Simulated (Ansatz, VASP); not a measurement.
# BiPb3N: VASP beside Ansatz

Aim: how closely do two programs agree when they are given the same cell, functional and k mesh? The cell is generated by rule, not measured, and may not be a known phase. The cell is taken from a series of runs on this material, whose earlier steps may have relaxed, scaled, displaced or heated it; both programs get it as it stands.

Main program and level: Ansatz 0.2.0; plane waves, with VASP 6.6.1 beside it; relaxation of cell and atoms at PBE.

### 1. The starting structure

Symmetry: Pm-3m, No. 221, cubic system. The conventional cell has a = 6.005 Å, b = 6.005 Å, c = 6.005 Å, α = 90.00°, β = 90.00°, γ = 90.00°. Nearest to Pb lie 2 Bi at 3.00 Å. Nearest to Bi lie 6 Pb at 3.00 Å. N has 12 Pb at 4.25 Å nearest. Farther neighbours and most contacts between anions are not listed.

### 2. VASP: relaxation of cell and atoms, PBE, pair 1

The relaxed volume is the usual yardstick between codes: in a stiff, nearly cubic crystal its relative difference is about their pressure difference at one cell divided by the bulk modulus.

Lines of VASP's logs that name or quote its potential files are left out, and so is its time.

Input file INCAR:

```
SYSTEM = BiPb3N
PREC = Accurate
ENCUT = 600
EDIFF = 1E-07
NELM = 120
ISMEAR = 0
SIGMA = 0.1
LREAL = .FALSE.
ALGO = Normal
GGA = PE
NBANDS = 38
LORBIT = 11
LWAVE = .FALSE.
LCHARG = .FALSE.
ISIF = 3
IBRION = 2
NSW = 80
EDIFFG = -0.005
LASPH = .TRUE.
GGA_COMPAT = .FALSE.
NELMIN = 4
KPAR = 2
```

Input file POSCAR:

```
BiPb3N
1.0
    6.0048000000      0.0000000000      0.0000000000
    0.0000000000      6.0048000000      0.0000000000
    0.0000000000      0.0000000000      6.0048000000
Pb Bi N
3 1 1
Direct
    0.0000000000      0.5000000000      0.5000000000
    0.5000000000      0.0000000000      0.5000000000
    0.5000000000      0.5000000000      0.0000000000
    0.5000000000      0.5000000000      0.5000000000
    0.0000000000      0.0000000000      0.0000000000
```

Input file KPOINTS:

```
Automatic mesh
0
Gamma
6 6 6
0 0 0
```

The projector-augmented-wave data sets are Pb_d, Bi_d and N (PBE family, release 64).

Run with:

```bash
$ mpirun -np 2 vasp_std
```

Numbers of over 12 decimals in the logs are rounded to 6 here.

Log:

```text
[banner, memory and clock lines left out]
running    2 mpi-ranks, on    1 nodes
 distrk:  each k-point on    1 cores,    2 groups
 distr:  one band on    1 cores,    1 groups

 POSCAR found type information on POSCAR PbBiN
 POSCAR found :  3 types and       5 ions
 LDA part: xc-table for (Slater+PW92), standard interpolation
 POSCAR, INCAR and KPOINTS ok, starting setup
 FFT: planning ... GRIDC
 FFT: planning ... GRID_SOFT
 FFT: planning ... GRID
 WAVECAR not read
 entering main loop
       N       E                     dE             d eps       ncg     rms          rms(c)
DAV:   1     0.729025810657E+03    0.72903E+03   -0.31939E+04  1520   0.187E+03
DAV:   2     0.701598115942E+02   -0.65887E+03   -0.64755E+03  1520   0.493E+02
DAV:   3    -0.118255776938E+02   -0.81985E+02   -0.76906E+02  1944   0.202E+02
DAV:   4    -0.186348081779E+02   -0.68092E+01   -0.65582E+01  1814   0.557E+01
DAV:   5    -0.188618618663E+02   -0.22705E+00   -0.22676E+00  2224   0.111E+01    0.136E+01
DAV:   6    -0.313155737391E+02   -0.12454E+02   -0.15544E+02  1798   0.168E+01    0.212E+01
DAV:   7    -0.146664549871E+02    0.16649E+02   -0.43564E+00  1840   0.581E+00    0.892E+00
DAV:   8    -0.142734152859E+02    0.39304E+00   -0.41216E+00  2004   0.296E+00    0.265E+00
DAV:   9    -0.182187691036E+02   -0.39454E+01   -0.18789E+01  1884   0.490E+00    0.163E+01
DAV:  10    -0.140729430125E+02    0.41458E+01   -0.25429E+00  1798   0.297E+00    0.996E-01
DAV:  11    -0.142822319453E+02   -0.20929E+00   -0.14809E+00  1638   0.174E+00    0.452E+00
DAV:  12    -0.143805617992E+02   -0.98330E-01   -0.76367E-02  2014   0.652E-01    0.567E+00
DAV:  13    -0.141021045951E+02    0.27846E+00   -0.42635E-01  1838   0.843E-01    0.151E+00
DAV:  14    -0.141550671344E+02   -0.52963E-01   -0.58450E-02  1634   0.505E-01    0.258E+00
DAV:  15    -0.140898252829E+02    0.65242E-01   -0.18529E-01  1812   0.494E-01    0.863E-02
DAV:  16    -0.140980178161E+02   -0.81925E-02   -0.29384E-02  1768   0.279E-01    0.893E-01
DAV:  17    -0.140956997290E+02    0.23181E-02   -0.16719E-03  1688   0.141E-01    0.709E-01
DAV:  18    -0.140916853320E+02    0.40144E-02   -0.19117E-02  1768   0.142E-01    0.115E-01
DAV:  19    -0.140917115935E+02   -0.26261E-04   -0.40860E-04  1680   0.607E-02    0.627E-02
DAV:  20    -0.140916754422E+02    0.36151E-04   -0.82111E-05  1678   0.174E-02    0.164E-02
DAV:  21    -0.140916741851E+02    0.12572E-05   -0.99915E-06  1514   0.140E-02    0.171E-02
DAV:  22    -0.140916721915E+02    0.19935E-05   -0.54245E-06  1652   0.764E-03    0.444E-03
DAV:  23    -0.140916721665E+02    0.25053E-07   -0.13105E-06  1480   0.350E-03    0.210E-03
DAV:  24    -0.140916721537E+02    0.12801E-07   -0.60268E-08   936   0.128E-03
   1 F= -.14091672E+02 E0= -.14082332E+02  d E =-.140917E+02
 curvature:   0.00 expect dE= 0.000E+00 dE for cont linesearch  0.000E+00
 trial: gam= 0.00000 g(F)=  0.000E+00 g(S)=  0.174E-02 ort = 0.000E+00 (trialstep = 0.100E+01)
 search vector abs. value=  0.174E-02
 bond charge predicted
       N       E                     dE             d eps       ncg     rms          rms(c)
DAV:   1    -0.141307420309E+02   -0.39070E-01   -0.11541E+00  1872   0.129E+01    0.115E+00
DAV:   2    -0.141682009462E+02   -0.37459E-01   -0.37712E-01  1710   0.338E+00    0.268E+00
DAV:   3    -0.140972096046E+02    0.70991E-01   -0.31237E-01  1808   0.843E-01    0.570E-01
DAV:   4    -0.140925923074E+02    0.46173E-02   -0.25399E-02  1864   0.156E+00    0.404E-02
DAV:   5    -0.140926241225E+02   -0.31815E-04   -0.79691E-04  1716   0.156E-01    0.349E-02
DAV:   6    -0.140926240096E+02    0.11292E-06   -0.98164E-05  2032   0.522E-02    0.104E-02
DAV:   7    -0.140926382460E+02   -0.14236E-04   -0.22551E-05  1774   0.230E-02    0.384E-03
DAV:   8    -0.140926387808E+02   -0.53479E-06   -0.22804E-06  1798   0.806E-03    0.240E-03
DAV:   9    -0.140926369510E+02    0.18298E-05   -0.71759E-07  1346   0.464E-03    0.484E-04
DAV:  10    -0.140926371483E+02   -0.19731E-06   -0.81698E-08   850   0.182E-03    0.233E-04
DAV:  11    -0.140926370942E+02    0.54062E-07   -0.12199E-08   820   0.958E-04
   2 F= -.14092637E+02 E0= -.14083367E+02  d E =-.964941E-03
 trial-energy change:   -0.000965  1 .order   -0.000958   -0.001738   -0.000177
 step:   1.1099(harm=  1.1134)  dis= 0.00000  next Energy=   -14.092647 (dE=-0.975E-03)
 reached required accuracy - stopping structural energy minimisation
```

Parts of OUTCAR (step 2):

```text
ion  position               nearest neighbor table
   1  0.000  0.500  0.500-   4 3.00   4 3.00
   2  0.500  0.000  0.500-   4 3.00   4 3.00
   3  0.500  0.500  0.000-   4 3.00   4 3.00
   4  0.500  0.500  0.500-   1 3.00   2 3.00   3 3.00   3 3.00   2 3.00   1 3.00
   5  0.000  0.000  0.000-

  LATTYP: Found a simple cubic cell.
 ALAT       =     6.0048000000

 Subroutine GETGRP returns: Found 48 space group operations
 (whereof 48 operations were pure point group operations)

The static configuration has the point symmetry O_h .

 Found     20 irreducible k-points:

   k-points           NKPTS =     20   k-points in BZ     NKDIM =     20   number of bands    NBANDS=     38

   dimension x,y,z NGX =    48 NGY =   48 NGZ =   48
   dimension x,y,z NGXF=    96 NGYF=   96 NGZF=   96

   ENCUT  =  600.0 eV  44.10 Ry    6.64 a.u.  11.99 11.99 11.99*2*pi/ulx,y,z

   NELECT =      62.0000    total number of electrons

 k-points in reciprocal lattice and weights: Automatic mesh
   0.00000000  0.00000000  0.00000000       0.005
   0.16666667  0.00000000  0.00000000       0.028
   0.33333333  0.00000000  0.00000000       0.028
   0.50000000  0.00000000  0.00000000       0.014
   0.16666667  0.16666667  0.00000000       0.056
   0.33333333  0.16666667  0.00000000       0.111
   0.50000000  0.16666667  0.00000000       0.056
   0.33333333  0.33333333  0.00000000       0.056
   0.50000000  0.33333333  0.00000000       0.056
[...]
0.50000000  0.50000000  0.33333333       0.028
   0.50000000  0.50000000  0.50000000       0.005

 average (electrostatic) potential at core
       1 -95.4388       2 -95.4388       3 -95.4388       4-108.6397       5 -66.0976

 E-fermi :   2.5651

 k-point     1 :       0.0000    0.0000    0.0000
  band No.  band energies     occupation
    ...
     27      -1.4977      2.00000
     28      -1.4977      2.00000
     29       2.2846      1.99993
     30       2.2846      1.99993
     31       2.2846      1.99993
     32       3.7543      0.00000
     33       3.7543      0.00000
     34       3.7543      0.00000
     35       4.1991      0.00000
     36       4.1991      0.00000
    ...

 k-point     2 :       0.1667    0.0000    0.0000
  band No.  band energies     occupation
    ...
     27      -1.4509      2.00000
     28      -0.7085      2.00000
     29       2.2641      1.99998
     30       2.2641      1.99998
     31       2.3352      1.99885
     32       3.5963      0.00000
     33       3.6099      0.00000
     34       3.6099      0.00000
     35       3.9090      0.00000
     36       4.0807      0.00000
    ...

 k-point     3 :       0.3333    0.0000    0.0000
  band No.  band energies     occupation
    ...
     27      -1.3507      2.00000
     28       0.8675      2.00000
     29       2.1791      2.00000
     30       2.1791      2.00000
     31       2.4708      1.81776
     32       3.3303      0.00000
     33       3.3907      0.00000
     34       3.3907      0.00000
     35       3.5162      0.00000
     36       3.9073      0.00000
    ...

  Total       -0.0249511     -0.0249511     -0.0249511     -0.0000000      0.0000000     -0.0000000
  in kB       -0.1859471     -0.1859471     -0.1859471     -0.0000000      0.0000000     -0.0000000
  external PRESSURE =      -0.1859471 kB  Pullay stress =       0.0000000 kB

  energy-cutoff  :      600.00
  volume of cell :      214.99
      direct lattice vectors                 reciprocal lattice vectors
     5.990601847 -0.000000000 -0.000000000     0.166928136  0.000000000  0.000000000
    -0.000000000  5.990601847  0.000000000     0.000000000  0.166928136  0.000000000
    -0.000000000  0.000000000  5.990601847     0.000000000 -0.000000000  0.166928136

 POSITION                                       TOTAL-FORCE (eV/Angst)
 -----------------------------------------------------------------------------------
     -0.00000      2.99530      2.99530         0.000000      0.000000      0.000000
      2.99530     -0.00000      2.99530        -0.000000      0.000000      0.000000
      2.99530      2.99530     -0.00000        -0.000000      0.000000      0.000000
      2.99530      2.99530      2.99530         0.000000      0.000000      0.000000
      0.00000      0.00000      0.00000         0.000000      0.000000      0.000000
 -----------------------------------------------------------------------------------
    total drift:                                0.000000     -0.000000     -0.000000

  FREE ENERGIE OF THE ION-ELECTRON SYSTEM (eV)
  ---------------------------------------------------
  free  energy   TOTEN  =       -14.0926370942 eV

  energy  without entropy=      -14.0740965563  energy(sigma->0) =      -14.08336683

 reached required accuracy - stopping structural energy minimisation

 total charge
# of ion       s       p       d       tot
------------------------------------------
    1        1.429   0.641   9.811  11.882
    2        1.429   0.641   9.811  11.882
    3        1.429   0.641   9.811  11.882
    4        1.523   1.503   9.939  12.965
    5        1.351   1.914   0.000   3.264
--------------------------------------------------
tot          7.162   5.341  39.372  51.875

[... 3 further parts left out ...]
```

CONTCAR:

```
BiPb3N
   1.00000000000000
     5.9906018465500512   -0.0000000000000000   -0.0000000000000000
    -0.0000000000000000    5.9906018465500512    0.0000000000000000
    -0.0000000000000000    0.0000000000000000    5.9906018465500512
  Pb              Bi              N
     3     1     1
Direct
     0.0000000000000000    0.5000000000000000    0.5000000000000000
     0.5000000000000000    0.0000000000000000    0.5000000000000000
     0.5000000000000000    0.5000000000000000    0.0000000000000000
     0.5000000000000000    0.5000000000000000    0.5000000000000000
     0.0000000000000000    0.0000000000000000    0.0000000000000000
```

The k-mesh is coarse for a metal.

### 3. Ansatz: relaxation of cell and atoms, PBE, pair 1

Ansatz runs on its NC files.

The same cell, functional, mesh and smearing now go to Ansatz, which takes its cutoff from its data sets.

Input file input.yaml:

```yaml
crystal:
  lattice:
    - [6.0047996523, 0.0, 0.0]
    - [0.0, 6.0047996523, 0.0]
    - [0.0, 0.0, 6.0047996523]
  atoms:
    - { symbol: Pb, position: [0.0, 0.5, 0.5] }
    - { symbol: Pb, position: [0.5, 0.0, 0.5] }
    - { symbol: Pb, position: [0.5, 0.5, 0.0] }
    - { symbol: Bi, position: [0.5, 0.5, 0.5] }
    - { symbol: "N", position: [0.0, 0.0, 0.0] }
kpoints:
  mp_grid: { grid: [6, 6, 6] }
hamiltonian:
  xc: pbe
  pseudopotentials: { kind: nc }
scf:
  occupations: { method: gaussian, width: 0.1 }
output:
  forces: true
  stress: true
  eigenvalues: true
relax:
  adjacent_minimum: "off"
  f_tol: 0.005
  max_steps: 80
  cell: { stress_tol: 0.05 }
```

Run with:

```bash
$ ansatz run input.yaml --threads 8 --pin off --max-ram 14336MiB --backend cpu --events-out ev --progress --plain --runs-dir out
```

Log:

```text
Engine: ansatz 0.2.0, aarch64-unknown-linux-gnu
Pseudopotentials: kind: nc
Pseudopotential: Pb, nc, valence charge 14, recommended cutoff 850 eV (normal), Pb.nc.azcp
Pseudopotential: Bi, nc, valence charge 15, recommended cutoff 897.975746 eV (normal), Bi.nc.azcp
Pseudopotential: N, nc, valence charge 5, recommended cutoff 1240 eV (normal), N.nc.azcp
Functional definition: PBE
  parameter kappa = 0.804
  parameter beta = 0.066725
  exchange = pbe_x(kappa = kappa, mu = beta*pi^2/3)
  correlation = pbe_c(beta = beta)
Crystal: 5 atoms, lattice volume = 216.519 Å³
Basis set: ecut = 1240 eV, 21559 PW (Γ), exchange–correlation on 144×144×144 points (8 copies of the dense FFT grid, shifted against one another)
Bands: 38, of which v1, the nominal top of the filled ones, is band 31 counted from 1 (30 counted from 0)
Symmetry: 48 space group operations
Space group: Pm-3m (ITA 221), of the structure as read, at distance tolerance 6.0e-5 Å
k-points: 20 of 216
Non-local potential: Pb, projectors of the file, l = 0: 3, l = 1: 3, l = 2: 2, l = 3: 1
Non-local potential: Bi, projectors of the file, l = 0: 3, l = 1: 3, l = 2: 2, l = 3: 1
Non-local potential: N, projectors of the file, l = 0: 2, l = 1: 2
Initial density: superposition of atomic densities (chi_scale 0.1, normalization cell), built separately for each of the 2 bonded fragments (scf.initial_density.interfragment_charge_transfer: auto; true builds it for the cell as a whole; a typed value also counts as a typed key of the start: scf.initial_density.chi_scale says what that changes, if anything)
Initial wavefunctions: pseudopotential atomic-orbital guess
Functional: x = pbe(κ = 0.804, μ = 0.219515), c = pbe(β = 0.066725)
SCF iter   1: F=—  HF=-9614.579854 eV  |F-HF|=—  |Δ(HF+E_count)|=         —  Δρ=9.51e-2  dr2=4.51e1  ethr=3.10e-3  ⟨swp⟩=29.8  Hψ=8524  notcnv=0
preconditioner: auto → LDOS  [metal: Δε(μ)=0.046 eV  Ē_g=13.373 eV  σ=0.100 eV  W_gap=0.25  n_scr=32 (ndim 8)  ℏωp=18.2 eV  f_vac=0.073  D(μ)=2.92/eV (n_scr^D=18)  β→1.0]
SCF iter   2: F=—  HF=-9622.246300 eV  |F-HF|=—  |Δ(HF+E_count)|=    7.67e0  Δρ=1.25e-1  dr2=8.95e1  ethr=3.10e-3  ⟨swp⟩=9.5  Hψ=2505  notcnv=0  defer=38
SCF iter   3: F=—  HF=-9611.308125 eV  |F-HF|=—  |Δ(HF+E_count)|=    1.09e1  Δρ=9.28e-2  dr2=4.44e1  ethr=3.10e-3  ⟨swp⟩=9.5  Hψ=2120  notcnv=0  defer=17
SCF iter   4: F=—  HF=-9612.464262 eV  |F-HF|=—  |Δ(HF+E_count)|=    1.16e0  Δρ=8.36e-2  dr2=3.49e1  ethr=3.10e-3  ⟨swp⟩=7.1  Hψ=2131  notcnv=0  defer=24
SCF iter   5: F=—  HF=-9610.438579 eV  |F-HF|=—  |Δ(HF+E_count)|=    2.03e0  Δρ=5.41e-2  dr2=1.62e1  ethr=3.10e-3  ⟨swp⟩=4.5  Hψ=1470  notcnv=0  defer=21
SCF iter   6: F=—  HF=-9609.761693 eV  |F-HF|=—  |Δ(HF+E_count)|=   6.77e-1  Δρ=4.16e-2  dr2=7.97e0  ethr=3.10e-3  ⟨swp⟩=6.3  Hψ=1633  notcnv=0  defer=23
SCF iter   7: F=—  HF=-9609.678847 eV  |F-HF|=—  |Δ(HF+E_count)|=   8.28e-2  Δρ=3.46e-2  dr2=5.38e0  ethr=3.10e-3  ⟨swp⟩=3.2  Hψ=1008  notcnv=0  defer=17
SCF iter   8: F=—  HF=-9609.710971 eV  |F-HF|=—  |Δ(HF+E_count)|=   3.21e-2  Δρ=3.73e-2  dr2=6.71e0  ethr=3.10e-3  ⟨swp⟩=2.9  Hψ=945  notcnv=0  defer=15
SCF iter   9: F=—  HF=-9609.473949 eV  |F-HF|=—  |Δ(HF+E_count)|=   2.37e-1  Δρ=1.28e-2  dr2=6.79e-1  ethr=3.10e-3  ⟨swp⟩=3.0  Hψ=943  notcnv=0  defer=16
SCF iter  10: F=—  HF=-9609.520840 eV  |F-HF|=—  |Δ(HF+E_count)|=   4.69e-2  Δρ=1.79e-2  dr2=1.73e0  ethr=1.09e-3  ⟨swp⟩=4.0  Hψ=1225  notcnv=0  defer=18  recentre
SCF iter  11: F=—  HF=-9609.455493 eV  |F-HF|=—  |Δ(HF+E_count)|=   6.53e-2  Δρ=4.66e-3  dr2=1.09e-1  ethr=1.09e-3  ⟨swp⟩=3.6  Hψ=1001  notcnv=0  defer=18
SCF iter  12: F=—  HF=-9609.451781 eV  |F-HF|=—  |Δ(HF+E_count)|=   3.71e-3  Δρ=1.44e-3  dr2=1.33e-2  ethr=1.75e-4  ⟨swp⟩=2.5  Hψ=1095  notcnv=0  defer=19
SCF iter  13: F=—  HF=-9609.451445 eV  |F-HF|=—  |Δ(HF+E_count)|=   3.36e-4  Δρ=2.68e-4  dr2=5.65e-4  ethr=2.15e-5  ⟨swp⟩=2.5  Hψ=1007  notcnv=0  defer=19
SCF iter  14: F=—  HF=-9609.451450 eV  |F-HF|=—  |Δ(HF+E_count)|=   5.20e-6  Δρ=1.99e-4  dr2=1.66e-4  ethr=9.11e-7  ⟨swp⟩=4.2  Hψ=1294  notcnv=0  defer=19
SCF iter  15: F=—  HF=-9609.451733 eV  |F-HF|=—  |Δ(HF+E_count)|=   2.83e-4  Δρ=3.57e-5  dr2=3.87e-6  ethr=2.68e-7  ⟨swp⟩=3.0  Hψ=1207  notcnv=0  defer=19
SCF iter  16: F=-9609.451733 eV  HF=-9609.451733 eV  |F-HF|=1.60e-8  |Δ(HF+E_count)|=   2.40e-7  Δρ=3.89e-6  dr2=2.75e-8  ethr=1.61e-10  ⟨swp⟩=28.0  Hψ=8311  notcnv=0
SCF 1 converged in 16 iterations: F = -9609.451733 eV  dr2 = 2.75e-8
relax step   1: F+E_penalty+E_count = -9609.45173270 eV  Δ(F+E_penalty+E_count) = +0.000e0 eV  max|allowed force component| = 3.171e-27 eV/Å  Δτ_max = 0.0000 Å  P = -0.126 GPa  Ω = 216.519 Å³  (16 SCF iters, dr2 threshold 1.00e-7 eV, accepted)
[...]
relax step   2: F+E_penalty+E_count = -9609.45218669 eV  Δ(F+E_penalty+E_count) = -4.540e-4 eV  max|allowed force component| = 1.016e-27 eV/Å  Δτ_max = 0.0000 Å  P = -0.025 GPa  Ω = 215.574 Å³  energy of the carried Pulay correction = +8.468e-6 eV  (5 SCF iters, dr2 threshold 3.95e-8 eV, accepted)
[...]
relax step   3: F+E_penalty+E_count = -9609.45217874 eV  Δ(F+E_penalty+E_count) = +7.950e-6 eV  max|allowed force component| = 8.145e-28 eV/Å  Δτ_max = 0.0000 Å  P = -0.025 GPa  Ω = 215.574 Å³  stress off target by 2.52e-2 GPa  SCF on the basis re-selected at this cell (its energy is not comparable with the rows above)  (10 SCF iters)
basis re-selected at this cell: Δ(F+E_penalty+E_count) = +7.950e-6 eV, ΔP = -0.000 GPa vs the last step (what re-selecting the basis moved, of the pressure what is left beyond the Pulay correction that the steps carried, after the strain that the cell walked since its last selection, with what the two solves' SCF thresholds leave and, on support functions, any second-order correction that the steps lacked; it is no m [...]
SCF converged after 10 iterations
Free energy (F): -9609.452179 eV
Harris-Foulkes:  -9609.452179 eV  (|F-HF|=9.09e-12)
Internal energy: -9609.433600 eV  (E = F + TS)
E sigma→0 (E₀):  -9609.442890 eV
Entropy (-TS):   -0.018578 eV (-3.716 meV/atom)
Fermi energy:    4.964978 eV
--- Per-component energies (eV) ---
  E_band       = -559.477006
  E_kinetic    = 4223.012466
  E_local      = -6984.130403  (includes V_loc(G=0)·N_el)
  E_nonlocal   = -1392.233759
  E_hartree    = 2494.530773
  E_xc         = -3689.683809
  E_vxc        = -1395.186896  (∫ρ·V_xc dr)
  E_ewald      = -4260.928867
  E_smearing   = -0.018578  (= −TS)
  E_closure    = 0.000000  (closes the sum)
  Σ components = -9609.452179   (vs F -9609.452179, Δ=0.00e0)
--- Forces (eV/Å), atoms counted from 1 ---
  atom   1  Pb     0.00000000    -0.00000000    -0.00000000
  atom   2  Pb    -0.00000000     0.00000000    -0.00000000
  atom   3  Pb     0.00000000     0.00000000     0.00000000
  atom   4  Bi    -0.00000000     0.00000000    -0.00000000
  atom   5  N     -0.00000000    -0.00000000    -0.00000000
  max |Σ_I F_I| component: 1.31e-27 eV/Å
--- Stress (GPa, compression-positive) ---
       -0.025238      -0.000000      -0.000000
       -0.000000      -0.025238       0.000000
        0.000000       0.000000      -0.025238
  P = ⅓ Tr σ = -0.0252 GPa (-0.252 kbar)
--- Band table (eV; the first three rows and the last of 20) ---
  k-point 0: bands = [... 27 lower, 0.9066, 4.6854, 4.6854, 4.6854, 6.1532, 6.1532, 6.1532, 6.5958, ... 3 higher]
  k-point 1: bands = [... 27 lower, 1.6927, 4.6649, 4.6649, 4.7357, 5.9957, 6.0088, 6.0088, 6.3062, ... 3 higher]
  k-point 2: bands = [... 27 lower, 3.2654, 4.5804, 4.5804, 4.8705, 5.7304, 5.7893, 5.7893, 5.9135, ... 3 higher]
  k-point 19: bands = [... 27 lower, 3.3648, 5.4194, 5.4194, 5.4194, 5.7238, 5.7238, 5.7238, 6.4084, ... 3 higher]
--- Relaxed structure (2 steps of the walk, 2 accepted, 1 SCFs on fresh bases) ---
  F+E_penalty+E_count = -9609.45217874 eV   max|allowed force component| = 8.145e-28 eV/Å   (the final SCF, on the basis selected at the relaxed cell)
  cell:  # Å, volume = 215.5738 Å³
    - [5.996052, 0, 0.0]
    - [0.0, 5.996052, 0.0]
    - [0.0, 0.0, 5.996052]
  atoms:
    - { symbol: Pb, position: [0, 0.5, 0.5] }
    - { symbol: Pb, position: [0.5, 0, 0.5] }
    - { symbol: Pb, position: [0.5, 0.5, 0] }
    - { symbol: Bi, position: [0.5, 0.5, 0.5] }
    - { symbol: N, position: [0, 0, 0] }
```

In the SCF lines HF is the Harris–Foulkes energy and dr2 the Hartree energy of the density residual, in eV; the loop may stop once dr2 is under the threshold and the program's other checks hold. Hψ counts applications of the Hamiltonian.

[end of part 1 of 2]

[Lines on the potential files, build, host, timing and source positions are cut from VASP's logs without a mark.]

[Logs are printed without paths, hosts, clocks, repeated set-up lines and the standing remarks that a program may print on its own settings, such as how far it seeks lower states.]

[Hosts, paths, dates, database ids (printed as entryN), source tags and the programs' standing remarks are cut or masked in the printed files.]
